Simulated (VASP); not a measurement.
Computed with PBE GGA, VASP's PBE PAW potentials (set 64) (plane waves; VASP).

VASP input:

File KPOINTS:
```
Automatic mesh
0
Gamma
  9 9 5
```

**POSCAR**
```
Gd
1
    1.8150000000    -3.1436720000     0.0000000000
    1.8150000000     3.1436720000     0.0000000000
    0.0000000000     0.0000000000     5.7800000000
Gd
2
Direct
  0.3333330000   0.6666670000   0.2500000000
  0.6666670000   0.3333330000   0.7500000000
```

### INCAR
```
! general
SYSTEM =Gd
PREC   =Accurate
ENCUT  =400   ! plane-wave cut-off (eV)
LREAL  =.FALSE.
LASPH  =.TRUE.

! electronic loop
EDIFF  =1E-6
NELM   =100   ! most electronic steps
ALGO   =Normal
LMAXMIX=6   ! l cut-off of mixed one-centre charges

! smearing
ISMEAR =1   ! Methfessel-Paxton
SIGMA  =0.1

! functional
GGA    =PE   ! PBE

! ions
ISIF   =2

! output
LWAVE  =.FALSE.
LCHARG =.FALSE.
```

POTCAR, in this order: Gd_3 (PBE.64 set). Program: vasp_std.

The resulting files:

OUTCAR:
```
 ion  position               nearest neighbor table
   1  0.333  0.667  0.250-   2 3.57   2 3.57   2 3.57   2 3.57   2 3.57   2 3.57
   2  0.667  0.333  0.750-   1 3.57   1 3.57   1 3.57   1 3.57   1 3.57   1 3.57
  LATTYP: Found a hexagonal cell.
 ALAT       =     3.6299998132
 C/A-ratio  =     1.5922865833
 Subroutine PRICEL returns:
 Original cell was already a primitive cell.
 Subroutine GETGRP returns: Found 24 space group operations
The static configuration has the point symmetry D_3d.
 The point group associated with its full space group is D_6h.
The dynamic configuration has the point symmetry D_3d.
 Subroutine INISYM returns: Found 24 space group operations
 Subroutine IBZKPT returns following result:
 Found     36 irreducible k-points:

 Following reciprocal coordinates:
            Coordinates               Weight
  0.000000  0.000000  0.000000      1.000000
  0.111111  0.000000  0.000000      6.000000
  0.222222  0.000000  0.000000      6.000000
  0.333333  0.000000  0.000000      6.000000
  0.444444  0.000000  0.000000      6.000000
  0.111111  0.111111  0.000000      6.000000
  0.222222  0.111111  0.000000     12.000000
  0.333333  0.111111  0.000000     12.000000
  0.444444  0.111111  0.000000      6.000000
  0.222222  0.222222  0.000000      6.000000
  0.333333  0.222222  0.000000     12.000000
  0.333333  0.333333  0.000000      2.000000
  0.000000  0.000000  0.200000      2.000000
  0.111111  0.000000  0.200000     12.000000
  0.222222  0.000000  0.200000     12.000000
  0.333333  0.000000  0.200000     12.000000
  0.444444  0.000000  0.200000     12.000000
  0.111111  0.111111  0.200000     12.000000
  0.222222  0.111111  0.200000     24.000000
  0.333333  0.111111  0.200000     24.000000
  0.444444  0.111111  0.200000     12.000000
  0.222222  0.222222  0.200000     12.000000
  0.333333  0.222222  0.200000     24.000000
  0.333333  0.333333  0.200000      4.000000
  0.000000  0.000000  0.400000      2.000000
  0.111111  0.000000  0.400000     12.000000
  0.222222  0.000000  0.400000     12.000000
  0.333333  0.000000  0.400000     12.000000
  0.444444  0.000000  0.400000     12.000000
  0.111111  0.111111  0.400000     12.000000
  0.222222  0.111111  0.400000     24.000000
  0.333333  0.111111  0.400000     24.000000
  0.444444  0.111111  0.400000     12.000000
  0.222222  0.222222  0.400000     12.000000
  0.333333  0.222222  0.400000     24.000000
  0.333333  0.333333  0.400000      4.000000
   k-points           NKPTS =     36   k-points in BZ     NKDIM =     36   number of bands    NBANDS=     13
   number of dos      NEDOS =    301   number of ions     NIONS =      2
   total plane-waves  NPLWV =  23040
   dimension x,y,z NGX =    24 NGY =   24 NGZ =   40
   dimension x,y,z NGXF=    48 NGYF=   48 NGZF=   80
   ions per type =               2
   PREC   = accura    normal or accurate (medium, high low for compatibility)
   ISTART =      0    job   : 0-new  1-cont  2-samecut
   ICHARG =      2    charge: 1-file 2-atom 10-const
   ISPIN  =      1    spin polarized calculation?
   LNONCOLLINEAR =      F non collinear calculations
   LSORBIT =      F    spin-orbit coupling
   INIWAV =      1    electr: 0-lowe 1-rand  2-diag
   ENCUT  =  400.0 eV  29.40 Ry    5.42 a.u.   5.92  5.92  9.43*2*pi/ulx,y,z
   NELM   =    100;   NELMIN=  2; NELMDL= -5     # of ELM steps
   EDIFF  = 0.1E-05   stopping-criterion for ELM
   LREAL  =      F    real-space projection
   NLSPLINE    = F    spline interpolate recip. space projectors
   LMAXMIX     =    6 max onsite mixed and CHGCAR
   VOSKOWN=      0    Vosko Wilk Nusair interpolation
   EDIFFG = 0.1E-04   stopping-criterion for IOM
...
```

**OSZICAR**
```
       N       E                     dE             d eps       ncg     rms          rms(c)
DAV:   1     0.338463196504E+02    0.33846E+02   -0.78291E+03   936   0.100E+03
DAV:   2    -0.769817843256E+01   -0.41544E+02   -0.40653E+02  1101   0.207E+02
DAV:   3    -0.913111886647E+01   -0.14329E+01   -0.13450E+01  1239   0.249E+01
DAV:   4    -0.915889362461E+01   -0.27775E-01   -0.27667E-01  1218   0.366E+00
DAV:   5    -0.915966788641E+01   -0.77426E-03   -0.77408E-03  1380   0.433E-01    0.223E+01
DAV:   6    -0.916102900818E+01   -0.13611E-02   -0.20827E-02  1051   0.116E+00    0.134E+01
DAV:   7    -0.916944158668E+01   -0.84126E-02   -0.38108E-02  1006   0.157E+00    0.216E-01
DAV:   8    -0.916911084398E+01    0.33074E-03   -0.21530E-03  1101   0.347E-01    0.565E-02
DAV:   9    -0.916911988856E+01   -0.90446E-05   -0.20245E-04  1201   0.104E-01    0.341E-02
DAV:  10    -0.916911475058E+01    0.51380E-05   -0.33165E-05  1130   0.407E-02    0.455E-02
DAV:  11    -0.916911615116E+01   -0.14006E-05   -0.58223E-06  1096   0.170E-02    0.178E-03
DAV:  12    -0.916911635019E+01   -0.19903E-06   -0.32159E-07   613   0.449E-03
   1 F= -.91691164E+01 E0= -.91707222E+01  d E =0.481764E-02
```

**OUTCAR**
```
------------------------ aborting loop because EDIFF is reached ----------------------------------------
  FORCE on cell =-STRESS in cart. coord.  units (eV):
  Direction    XX          YY          ZZ          XY          YZ          ZX
  --------------------------------------------------------------------------------------
  Total        0.0222170      0.0222170     -0.2760587      0.0000000      0.0000000      0.0000000
  in kB        0.5396648      0.5396647     -6.7056417      0.0000000      0.0000000      0.0000000
  external PRESSURE =      -1.8754374 kB  Pullay stress =       0.0000000 kB
  volume of cell :       65.96
      direct lattice vectors                 reciprocal lattice vectors
     1.815000000 -3.143672000  0.000000000     0.275482094 -0.159049672  0.000000000
     1.815000000  3.143672000  0.000000000     0.275482094  0.159049672  0.000000000
     0.000000000  0.000000000  5.780000000     0.000000000  0.000000000  0.173010381
 POSITION                                       TOTAL-FORCE (eV/Angst)
 -----------------------------------------------------------------------------------
      1.81500      1.04789      1.44500         0.000000      0.000000      0.000000
      1.81500     -1.04789      4.33500        -0.000000     -0.000000      0.000000
 -----------------------------------------------------------------------------------
    total drift:                                0.000000      0.000115     -0.000011
  FREE ENERGIE OF THE ION-ELECTRON SYSTEM (eV)
  ---------------------------------------------------
  free  energy   TOTEN  =        -9.1691163502 eV

  energy  without entropy=       -9.1739339857  energy(sigma->0) =       -9.17072223
```
(Selected blocks of OUTCAR.)

OUTCAR:
```
 val. band max:        3.1884885436   @ k =   0.4444   0.0000   0.2000

 cond. band min:       3.2349989102   @ k =   0.2222   0.0000   0.4000


 Fermi energy:         3.2199584782

 k-point     1 :       0.0000    0.0000    0.0000
  band No.  band energies     occupation
      1     -19.0566      2.00000
      2     -18.4215      2.00000
      3     -18.4215      2.00000
      4     -18.3100      2.00000
      5     -18.3100      2.00000
      6     -18.2736      2.00000
      7      -1.4977      2.00000
      8       1.1385      2.00000
      9       4.6308     -0.00000
     10       4.9274     -0.00000
     11       4.9274     -0.00000
     12       5.1289     -0.00000
     13       5.5840      0.00000

 k-point     2 :       0.1111    0.0000    0.0000
  band No.  band energies     occupation
      1     -19.0277      2.00000
      2     -18.4846      2.00000
      3     -18.4421      2.00000
      4     -18.3762      2.00000
      5     -18.3186      2.00000
      6     -18.2865      2.00000
      7      -1.2030      2.00000
      8       1.4218      2.00000
      9       4.2335     -0.00000
     10       4.3376     -0.00000
     11       5.2104     -0.00000
     12       5.2569      0.00000
     13       5.5760      0.00000

 k-point     3 :       0.2222    0.0000    0.0000
  band No.  band energies     occupation
      1     -18.9479      2.00000
      2     -18.6442      2.00000
      3     -18.5359      2.00000
      4     -18.4917      2.00000
      5     -18.3425      2.00000
      6     -18.3254      2.00000
      7      -0.4084      2.00000
      8       2.0448      2.00000
      9       3.4116     -0.02076
     10       3.6664     -0.00000
     11       4.7189     -0.00000
     12       5.3173      0.00000
     13       5.3836      0.00000

 k-point     4 :       0.3333    0.0000    0.0000
  band No.  band energies     occupation
      1     -18.8381      2.00000
      2     -18.8245      2.00000
      3     -18.7056      2.00000
...
```

The 4f electrons are frozen in the core of the lanthanide potential, so 4f levels, which can set the real gap, and their magnetism are missing.

The compound is Gd in the hcp structure. The cell was not relaxed at this level.
